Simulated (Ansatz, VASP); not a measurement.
**Cross-check of NiTeS (1T-NiSTe, 1 layer) between VASP and Ansatz**

One calculation is typed for both programs; each brings its own data sets. How far apart do they land? The structure shown is the start of the Ansatz relaxation below; VASP solves that cell, so the two are compared at the walk's first step.

Calculated with Ansatz 0.2.0; plane waves, with VASP 6.6.1 beside it; single point at PBE.

## 1. Set-up

The cell holds 3 atoms: 1 Te, 1 Ni and 1 S. Its edges and angles: a = 3.565 Å, b = 3.565 Å, c = 17.341 Å, α = 90.0°, β = 90.0°, γ = 120.0°. Vacuum lies along c.

## 2. Ansatz: relaxation, PBE

Ansatz runs on its default PAW (the set named soft_2) files.

The two programs are compared at the cell with which this relaxation starts, whose forces are those of its first step.

input.yaml reads:

```yaml
crystal:
  lattice:
    - [3.565, 0.0, 0.0]
    - [-1.7825, 3.0873805645, 0.0]
    - [0.0, 0.0, 17.3414405519]
  atoms:
    - { symbol: Te, position: [0.6666666667, 0.3333333333, 0.4324900217] }
    - { symbol: Ni, position: [0.0, 0.0, 0.5159325336] }
    - { symbol: S, position: [0.3333333333, 0.6666666667, 0.5675099783] }
kpoints:
  mp_grid: { grid: [12, 12, 1] }
hamiltonian:
  xc: pbe
scf:
  occupations: { method: fermi_dirac, width: 0.05 }
  convergence: { dr2_threshold: 1.0e-08 }
efield:
  axis: 3
  dipole_correction: true
  ramp_position: 0.97
  ramp_width: 0.04
relax:
  f_tol: 0.01
  cell: { fix: [c, alpha, beta] }
output:
  write_potential: true
  write_density: true
  volumetric_format: npy
```

On the command line:

```
ansatz run input.yaml --threads 2 --pin off --max-ram 4096MiB --backend cpu --events-out ev --progress --plain --runs-dir out
```

Numbers of over 12 decimals in the logs are rounded to 6 here.

Output:

```text
Warning: relax.cell: scf.convergence.dr2_threshold = 1e-8 eV is looser than the 3e-10 eV advised for a relaxation that steers and ends on the stress (1e-10 eV for each atom of the cell: 3). What an SCF threshold leaves in a stress goes as its square root, and in the free energy as the threshold itself, and one threshold admits the most on a small cell: [figures from the program's tests cut] Set scf.convergence.dr2_threshold to 3e-10 eV or tighter. The threshold is an SCF's pass mark: one that does not reach it within its budget of iterations ends unconverged, or closes short of it on a stop that the run arms, and scf.convergence.dr2_threshold's page says what that costs each kind of run
Engine: ansatz 0.2.0, aarch64-unknown-linux-gnu
Pseudopotentials: kind: paw
Pseudopotential: Te, paw, valence charge 16, recommended cutoff 420 eV (normal), Te.paw.azcp
Pseudopotential: Ni, paw, valence charge 18, recommended cutoff 420 eV (normal), Ni.paw.azcp
Pseudopotential: S, paw, valence charge 6, recommended cutoff 420 eV (normal), S.paw.azcp
Functional definition: PBE
  parameter kappa = 0.804
  parameter beta = 0.066725
  exchange = pbe_x(kappa = kappa, mu = beta*pi^2/3)
  correlation = pbe_c(beta = beta)
Crystal: 3 atoms, lattice volume = 190.869 Å³
Basis set: ecut = 420 eV, 3675 PW (Γ), exchange–correlation on 48×48×240 points (8 copies of the dense FFT grid, shifted against one another)
Bands: 24, of which v1, the nominal top of the filled ones, is band 20 counted from 1 (19 counted from 0)
Symmetry: 6 space group operations
Space group: P3m1 (ITA 156), of the structure as read, at distance tolerance 5.8e-5 Å
k-points: 19 of 144 (time reversal used)
Non-local potential: Te, projectors of the file, l = 0: 2, l = 1: 2, l = 2: 2, l = 3: 2
Non-local potential: Ni, projectors of the file, l = 0: 3, l = 1: 2, l = 2: 3, l = 3: 1
Non-local potential: S, projectors of the file, l = 0: 2, l = 1: 2, l = 2: 2
PAW form: soft (Blöchl's): semilocal exchange-correlation on the pseudo side does not see the compensation charge
PAW one-centre angular grid: Te, 590 points (default); XC on 64 Gauss nodes
PAW one-centre angular grid: Ni, 590 points (default); XC on 64 Gauss nodes
PAW one-centre angular grid: S, 110 points (default); XC on 64 Gauss nodes
Initial density: superposition of atomic densities (neutral atoms: chi_scale 0, normalization atom), corrected by the library's trained network
Initial wavefunctions: pseudopotential atomic-orbital guess
Functional: x = pbe(κ = 0.804, μ = 0.219515), c = pbe(β = 0.066725)
SCF iter   1: F=—  HF=-13722.029345 eV  |F-HF|=—  |Δ(HF+E_count)|=         —  Δρ=2.95e-3  dr2=7.72e-2  ethr=1.77e-3  p=-0.096 e·Å  D=-9.08e-2 V/Å  ΔV_dip=1.57 eV  dr2_dipole=2.00e-2  V_vac-E_F(+/−)=5.71/4.14 eV  ⟨swp⟩=8.8  Hψ=2580  notcnv=0
efield: sawtooth ramp at fractional position 0.9700 (set: `efield.ramp_position`, or a place that a band, a saddle search or an elastic batch's reference lends), width 0.0400; the density the first Hamiltonian is built on has a dipole p = -0.096 e·Å; the dipole correction subtracts the counter field D = -9.08e-2 V/Å, which shifts the + side's vacuum level by +1.57 eV against the − side's; the planar-averaged density in the ramp window peaks in size at 5.1e-5 e/Å³
preconditioner: auto → LDOS  [metal: Δε(μ)=0.059 eV  Ē_g=7.804 eV  σ=0.050 eV  W_gap=0.28  n_scr=28 (ndim 8)  ℏωp=12.6 eV  f_vac=0.661  D(μ)=2.68/eV (n_scr^D=8)  β→1.0]
SCF iter   2: F=—  HF=-13722.025828 eV  |F-HF|=—  |Δ(HF+E_count)|=   3.52e-3  Δρ=1.31e-3  dr2=7.50e-3  ethr=1.93e-4  p=-0.091 e·Å  D=-8.60e-2 V/Å  ΔV_dip=1.49 eV  dr2_dipole=1.21e-3  V_vac-E_F(+/−)=5.62/4.12 eV  ⟨swp⟩=3.3  Hψ=810  notcnv=0
SCF iter   3: F=—  HF=-13722.026327 eV  |F-HF|=—  |Δ(HF+E_count)|=   5.00e-4  Δρ=2.29e-3  dr2=9.57e-3  ethr=1.87e-5  p=-0.087 e·Å  D=-8.21e-2 V/Å  ΔV_dip=1.42 eV  dr2_dipole=8.34e-4  V_vac-E_F(+/−)=5.57/4.14 eV  ⟨swp⟩=2.5  Hψ=865  notcnv=0
SCF iter   4: F=—  HF=-13722.024463 eV  |F-HF|=—  |Δ(HF+E_count)|=   1.86e-3  Δρ=6.60e-4  dr2=9.52e-4  ethr=1.87e-5  p=-0.085 e·Å  D=-8.01e-2 V/Å  ΔV_dip=1.39 eV  dr2_dipole=1.92e-4  V_vac-E_F(+/−)=5.55/4.16 eV  ⟨swp⟩=2.0  Hψ=812  notcnv=0
SCF iter   5: F=—  HF=-13722.024568 eV  |F-HF|=—  |Δ(HF+E_count)|=   1.05e-4  Δρ=5.02e-4  dr2=3.19e-4  ethr=2.38e-6  p=-0.083 e·Å  D=-7.85e-2 V/Å  ΔV_dip=1.36 eV  dr2_dipole=2.32e-6  V_vac-E_F(+/−)=5.54/4.18 eV  ⟨swp⟩=2.3  Hψ=659  notcnv=0
SCF iter   6: F=—  HF=-13722.024534 eV  |F-HF|=—  |Δ(HF+E_count)|=   3.33e-5  Δρ=6.97e-5  dr2=7.95e-6  ethr=7.97e-7  p=-0.082 e·Å  D=-7.79e-2 V/Å  ΔV_dip=1.35 eV  dr2_dipole=2.62e-7  V_vac-E_F(+/−)=5.54/4.19 eV  ⟨swp⟩=2.3  Hψ=630  notcnv=0
[...]
relax step   6: F+E_penalty+E_count = -13722.14053954 eV  Δ(F+E_penalty+E_count) = -1.173e-4 eV  max|allowed force component| = 3.411e-3 eV/Å  Δτ_max = 0.0084 Å  P = -0.008 GPa  Ω = 188.184 Å³  energy of the carried Pulay correction = +1.520e-4 eV  fix = [c, alpha, beta]  reactions: c -0.004 GPa  (7 SCF iters, accepted)
Initial wavefunctions: pseudopotential atomic-orbital guess (no wavefunctions were taken with the density)
iter 1 solved again at ethr=3.50e-6 eV; its pass at ethr=3.10e-3 eV (dr2=1.40e-3 eV) is discarded
SCF iter   1: F=—  HF=-13722.140350 eV  |F-HF|=—  |Δ(HF+E_count)|=         —  Δρ=7.79e-6  dr2=3.50e-8  ethr=3.50e-6  p=-0.088 e·Å  D=-8.50e-2 V/Å  ΔV_dip=1.47 eV  dr2_dipole=3.50e-10  V_vac-E_F(+/−)=5.86/4.38 eV  ⟨swp⟩=3.1  Hψ=3658  notcnv=0
efield: sawtooth ramp at fractional position 0.9700 (set: `efield.ramp_position`, or a place that a band, a saddle search or an elastic batch's reference lends), width 0.0400; the density the first Hamiltonian is built on has a dipole p = -0.088 e·Å; the dipole correction subtracts the counter field D = -8.50e-2 V/Å, which shifts the + side's vacuum level by +1.47 eV against the − side's; the planar-averaged density in the ramp window peaks in size at 1.8e-5 e/Å³
eigensolver tolerance schedule: the retry pair's looser diagonalisation over-reported the residual by 40015.35 of it (diagonalisation noise at an unbounded share of the residual, at the tolerance the schedule requests for it); recorded, not acted on — ethr = c·dr2/N_el stays at c = 1.0e-1
preconditioner: auto → LDOS  [metal: Δε(μ)=0.015 eV  Ē_g=7.639 eV  σ=0.050 eV  W_gap=0.07  n_scr=28 (ndim 8)  ℏωp=12.7 eV  f_vac=0.647  D(μ)=2.12/eV (n_scr^D=6)  β→1.0]
SCF iter   2: F=—  HF=-13722.140394 eV  |F-HF|=—  |Δ(HF+E_count)|=   4.37e-5  Δρ=3.90e-5  dr2=1.99e-6  ethr=8.75e-11  p=-0.088 e·Å  D=-8.50e-2 V/Å  ΔV_dip=1.47 eV  dr2_dipole=1.59e-9  V_vac-E_F(+/−)=5.86/4.38 eV  ⟨swp⟩=4.5  Hψ=1449  notcnv=0
SCF iter   3: F=—  HF=-13722.140393 eV  |F-HF|=—  |Δ(HF+E_count)|=   4.18e-7  Δρ=1.14e-5  dr2=2.27e-7  ethr=8.75e-11  p=-0.088 e·Å  D=-8.50e-2 V/Å  ΔV_dip=1.47 eV  dr2_dipole=1.17e-10  V_vac-E_F(+/−)=5.86/4.38 eV  ⟨swp⟩=2.1  Hψ=846  notcnv=0
SCF iter   4: F=—  HF=-13722.140394 eV  |F-HF|=—  |Δ(HF+E_count)|=   2.11e-7  Δρ=9.34e-6  dr2=1.08e-7  ethr=8.75e-11  p=-0.088 e·Å  D=-8.50e-2 V/Å  ΔV_dip=1.47 eV  dr2_dipole=2.96e-11  V_vac-E_F(+/−)=5.86/4.38 eV  ⟨swp⟩=2.0  Hψ=760  notcnv=0
SCF iter   5: F=-13722.140394 eV  HF=-13722.140394 eV  |F-HF|=3.04e-8  |Δ(HF+E_count)|=   3.06e-9  Δρ=9.98e-7  dr2=2.32e-9  ethr=2.50e-11  p=-0.088 e·Å  D=-8.50e-2 V/Å  ΔV_dip=1.47 eV  dr2_dipole=3.94e-11  V_vac-E_F(+/−)=5.86/4.38 eV  ⟨swp⟩=10.1  Hψ=3669  notcnv=0
SCF 7 converged in 5 iterations: F = -13722.140394 eV  dr2 = 2.32e-9
relax step   7: F+E_penalty+E_count = -13722.14039370 eV  Δ(F+E_penalty+E_count) = +1.458e-4 eV  max|allowed force component| = 3.382e-3 eV/Å  Δτ_max = 0.0000 Å  P = -0.009 GPa  Ω = 188.184 Å³  fix = [c, alpha, beta]  reactions: c -0.004 GPa  stress off target by 1.07e-2 GPa on what of the cell is left free  SCF on the basis re-selected at this cell (its energy is not comparable with the rows above)  (5 SCF iters)
basis re-selected at this cell: Δ(F+E_penalty+E_count) = +1.458e-4 eV, ΔP = -0.000 GPa vs the last step (what re-selecting the basis moved, of the pressure what is left beyond the Pulay correction that the steps carried, after the strain that the cell walked since its last selection, with what the two solves' SCF thresholds leave and, on support functions, any second-order correction that the steps lacked; it is no m [...]
WARN: The input density's exchange-correlation potential varies sharply where the density is thin. Do not read a vacuum level from v_tot or v_xc, or from such a field of the output density. On a cell that repeats whose density bears no net charge and no dipole along the vacuum's axis use v_es (v_loc + v_h of the components); under efield.dipole_correction with no amplitude use v_es + v_field, which holds any external [...]
SCF converged after 5 iterations
Free energy (F): -13722.140394 eV
Harris-Foulkes:  -13722.140394 eV  (|F-HF|=3.04e-8)
Internal energy: -13722.123357 eV  (E = F + TS)
E sigma→0 (E₀):  -13722.131876 eV
Entropy (-TS):   -0.017036 eV (-5.679 meV/atom)
Fermi energy:    -0.125536 eV
Dipole field:    D = -0.084974 V/Å  (p = -0.088371 e·Å, saw-weighted, corrected)
Work function:   Φ+ = 5.8563 eV   Φ− = 4.3827 eV
Levels:          The Fermi level and band energies are counted from a zero that moves with the ramp; work functions are not
--- Per-component energies (eV) ---
  E_band       = -1069.478969
  E_kinetic    = 568.635776
  E_local      = -29599.086283  (includes V_loc(G=0)·N_el)
  E_nonlocal   = 353.214601
  E_hartree    = 14408.617923
  E_xc         = -305.494488
  E_vxc        = -299.990256  (∫ρ·V_xc dr)
  E_paw        = -6891.946958  (= ΣΔE_a)
  E_vpaw       = -909.394206  (= ΣTr[D̂ρ^β])
  E_aug_tail   = 0.000306  (compensation charges beyond the density's cutoff)
  E_efield     = 0.003755  (sawtooth field / dipole correction)
  E_vefield    = -0.101306  (∫n·V_field dr)
  E_ewald      = 7743.932011
  E_smearing   = -0.017036  (= −TS)
  E_closure    = 0.000000  (closes the sum)
  Σ components = -13722.140394   (vs F -13722.140394, Δ=0.00e0)
--- Forces (eV/Å), atoms counted from 1 ---
  atom   1  Te     0.00000000     0.00000000     0.00339746
  atom   2  Ni     0.00000000    -0.00000000    -0.00319763
  atom   3  S      0.00000000     0.00000000    -0.00015478
  max |Σ_I F_I| component: 4.51e-5 eV/Å
--- Stress (GPa, compression-positive) ---
       -0.010652       0.000000      -0.000000
        0.000000      -0.010652      -0.000000
        0.000000      -0.000000      -0.004273
  P = ⅓ Tr σ = -0.0085 GPa (-0.085 kbar)
--- Band table (eV; the first three rows and the last of 19) ---
  k-point 0: bands = [... 16 lower, -2.1422, -0.6027, 0.1864, 0.1864, 1.9760, 1.9760, 3.6228, 4.9725]
  k-point 1: bands = [... 16 lower, -2.1127, -0.6331, -0.1266, 0.0655, 1.4512, 1.8854, 3.7519, 5.2033]
  k-point 2: bands = [... 16 lower, -2.1200, -1.0955, -0.2961, -0.2734, 0.5306, 1.7041, 4.0854, 5.5261]
  k-point 18: bands = [... 16 lower, -2.8502, -2.0632, -1.8126, -1.4533, -0.2474, 0.9766, 4.8799, 6.4911]
--- Relaxed structure (6 steps of the walk, 6 accepted, 1 SCFs on fresh bases) ---
  F+E_penalty+E_count = -13722.14039370 eV   max|allowed force component| = 3.382e-3 eV/Å   (the final SCF, on the basis selected at the relaxed cell)
  cell:  # Å, volume = 188.1844 Å³
    - [3.539842, 0, 0]
    - [-1.769921, 3.065593, 0]
    - [0, 0, 17.3414405519]
  atoms:
    - { symbol: Te, position: [0.666667, 0.333333, 0.426522] }
    - { symbol: Ni, position: [-1.3432359404312507e-18, 0, 0.513779] }
    - { symbol: S, position: [0.333333, 0.666667, 0.575632] }
```

In the SCF lines HF is the Harris–Foulkes energy and dr2 the Hartree energy of the density residual, in eV; the loop may stop once dr2 is under the threshold and the program's other checks hold. Hψ counts applications of the Hamiltonian.

## 3. VASP: single point, PBE, start cell

The same cell, functional, mesh and smearing now go to VASP, with its own data sets.

Lines of VASP's logs that name or quote its potential files are left out, and so is its time.

INCAR reads:

```
SYSTEM = NiTeS
PREC = Accurate
ENCUT = 520
EDIFF = 1E-06
NELM = 120
ISMEAR = -1
SIGMA = 0.05
LREAL = .FALSE.
ALGO = Normal
GGA = PE
NBANDS = 17
LASPH = .TRUE.
LORBIT = 11
LWAVE = .FALSE.
LCHARG = .FALSE.
ISIF = 2
LDIPOL = .TRUE.
IDIPOL = 3
DIPOL = 0.5 0.5 0.506
LVHAR = .TRUE.
GGA_COMPAT = .FALSE.
NELMDL = -8
```

POSCAR reads:

```
NiTeS
1.0
    3.5650000000      0.0000000000      0.0000000000
   -1.7825000000      3.0873810000      0.0000000000
    0.0000000000      0.0000000000     17.3414410000
Te Ni S
1 1 1
Direct
    0.6666666667      0.3333333333      0.4324900105
    0.0000000000      1.0000000000      0.5159324995
    0.3333333334      0.6666666666      0.5675099895
```

KPOINTS reads:

```
Automatic mesh
0
Gamma
12 12 1
0 0 0
```

PAW data sets: Te, Ni and S (PBE family, release 64).

On the command line:

```
mpirun -np 1 vasp_std
```

Output:

```text
[banner, memory and clock lines left out]
running    1 mpi-ranks, on    1 nodes
 distrk:  each k-point on    1 cores,    1 groups
 distr:  one band on    1 cores,    1 groups

 POSCAR found type information on POSCAR TeNiS
 POSCAR found :  3 types and       3 ions
 LDA part: xc-table for (Slater+PW92), standard interpolation
 POSCAR, INCAR and KPOINTS ok, starting setup
 FFT: planning ... GRIDC
 FFT: planning ... GRID_SOFT
 FFT: planning ... GRID
 WAVECAR not read
 entering main loop
       N       E                     dE             d eps       ncg     rms          rms(c)
DAV:   1     0.144582972299E+03    0.14458E+03   -0.80507E+03   646   0.100E+03
DAV:   2     0.130289298476E+01   -0.14328E+03   -0.13825E+03   827   0.223E+02
DAV:   3    -0.144906346743E+02   -0.15794E+02   -0.15511E+02   732   0.789E+01
DAV:   4    -0.150161183766E+02   -0.52548E+00   -0.52480E+00   979   0.166E+01
DAV:   5    -0.150301707045E+02   -0.14052E-01   -0.14052E-01  1010   0.231E+00
DAV:   6    -0.150302588312E+02   -0.88127E-04   -0.88126E-04   937   0.173E-01
DAV:   7    -0.150302624140E+02   -0.35827E-05   -0.35828E-05  1011   0.316E-02
DAV:   8    -0.150302624404E+02   -0.26477E-07   -0.26521E-07   782   0.292E-03    0.169E+01
DAV:   9    -0.207079927112E+02   -0.56777E+01   -0.55182E+01   683   0.157E+02    0.301E+01
DAV:  10    -0.144647970920E+02    0.62432E+01   -0.88203E+00   865   0.685E+01    0.129E+01
DAV:  11    -0.133189816529E+02    0.11458E+01   -0.10503E+01   892   0.744E+01    0.754E+00
DAV:  12    -0.130306928232E+02    0.28829E+00   -0.28774E+00   866   0.284E+01    0.244E+00
DAV:  13    -0.130172814120E+02    0.13411E-01   -0.19412E-01   921   0.381E+00    0.151E+00
DAV:  14    -0.130171638727E+02    0.11754E-03   -0.13229E-02   819   0.818E-01    0.147E+00
[...]
DAV:  22    -0.130127970090E+02   -0.42517E-04   -0.22775E-05   729   0.466E-02    0.326E-02
DAV:  23    -0.130128171922E+02   -0.20183E-04   -0.52278E-06   800   0.126E-02    0.100E-02
DAV:  24    -0.130128293002E+02   -0.12108E-04   -0.20020E-06   695   0.189E-02    0.744E-03
DAV:  25    -0.130128436217E+02   -0.14321E-04   -0.62533E-07   662   0.521E-03    0.592E-03
DAV:  26    -0.130128514942E+02   -0.78725E-05   -0.31090E-07   671   0.291E-03    0.718E-03
DAV:  27    -0.130128570941E+02   -0.55999E-05   -0.23472E-07   630   0.458E-03    0.189E-03
DAV:  28    -0.130128600945E+02   -0.30004E-05   -0.16548E-07   663   0.181E-03    0.224E-03
DAV:  29    -0.130128606437E+02   -0.54915E-06   -0.20655E-08   617   0.893E-04
   1 F= -.13012861E+02 E0= -.13002251E+02  d E =-.212199E-01
```

(Part 1 of 2 ends here.)

[Lines on the potential files, build, host, timing and source positions are cut from VASP's logs without a mark.]

[Logs are printed without paths, hosts, clocks, repeated set-up lines and the standing remarks that a program may print on its own settings, such as how far it seeks lower states.]

[Hosts, paths, dates, database ids (printed as entryN), source tags and the programs' standing remarks are cut or masked in the printed files.]
